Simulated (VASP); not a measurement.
# AuCH₃O: harmonic vibrations of a molecule

AuCH₃O, molecule in box, 6 atoms in the cell. PBE, harmonic vibrations; PAW potentials C, O, Au, H (PBE set).

## Input

INCAR.step1:
```
SYSTEM = H3AuCO
PREC = Accurate ; ENCUT = 400
EDIFF = 1E-8 ; ISMEAR = 0
SIGMA = 0.01 ; ISYM = 0
LREAL = .False. ; LASPH = .True.
NELM = 100 ; ALGO = Normal
LWAVE = .False. ; LCHARG = .False.
IBRION = 2 ; NSW = 60
ISIF = 2 ; EDIFFG = -0.002
POTIM = 0.5
```

INCAR.step2, as INCAR.step1 but for:
```
- IBRION = 2
- NSW = 60
- ISIF = 2
- EDIFFG = -0.002
- POTIM = 0.5
+ IBRION = 5
+ NFREE = 2
+ POTIM = 0.015
+ NSW = 1
```

KPOINTS:
```
k-points
0
Gamma
  1 1 1
```

POSCAR.step1:
```
H3AuCO
1.0
   13.0000000000      0.0000000000      0.0000000000
    0.0000000000     12.0000000000      0.0000000000
    0.0000000000      0.0000000000     11.0000000000
C O Au H
1 1 1 3
Direct
    0.5635961500      0.5035458300      0.4837045500
    0.5064346200      0.5852625000      0.4231500000
    0.3582653800      0.5846291700      0.4552227300
    0.5419269200      0.4182375000      0.4586045500
    0.6437346200      0.5164208300      0.4552136400
    0.5608730800      0.5112791700      0.5830318200
```

Commands (each step's output is kept before the next begins):
```
cat potpaw_PBE.64/C/POTCAR potpaw_PBE.64/O/POTCAR potpaw_PBE.64/Au/POTCAR potpaw_PBE.64/H/POTCAR > POTCAR
cp INCAR.step1 INCAR
cp POSCAR.step1 POSCAR
mpirun -np 4 vasp_gam > vasp.out
cp CONTCAR POSCAR
cp INCAR.step2 INCAR
mpirun -np 4 vasp_gam > vasp.out
```

## Result

- Vibrations (cm⁻¹; a negative value is imaginary): 2986, 2974, 2914, 1453, 1394, 1391, 1121, 1120, 1000, 512, 240, 208
- Zero-point energy (eV): 1.073
- Translations and rotations, which should read zero (cm⁻¹): -26, -5, -2, 3, 5, 12
- Vibrational entropy at 298 K (meV/K): 0.206
- Displaced cells: 36
- Ionic steps, all stages: 59
- Electronic steps, all stages: 978

VASP 6.6.1 took 915 s on 4 cores (Intel Xeon Platinum 8488C (Sapphire Rapids)), a shared host.
